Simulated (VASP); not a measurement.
Energy against volume of Li₂O (antifluorite). Computed with PBEsol GGA, VASP's PBE PAW potentials (set 64) (plane waves; VASP). Numerical set-up: 520 eV cut-off, 10×10×10 Γ-centred mesh, Gaussian smearing of 0.050 eV, potentials Li_sv O.

| V (Å³/atom) | E (eV/atom) |
|---|---|
| 7.789 | -4.91267 |
| 8.030 | -4.91539 |
| 8.271 | -4.91423 |
| 8.511 | -4.90977 |

### Question
Fit these four points and predict the energy of the run at 7.548 Å³/atom.

### Answer
A cubic in V^(−2/3), the third-order Birch-Murnaghan form, passes through the four points with V0 = 8.07 Å³/atom and B0 = 84 GPa, and gives -4.9054 eV/atom there. The run gave -4.9055 eV/atom, -0.1 meV/atom from the fit; all five points give B0 = 84 GPa.

The compound is Li2O in the antifluorite structure. It was relaxed first.
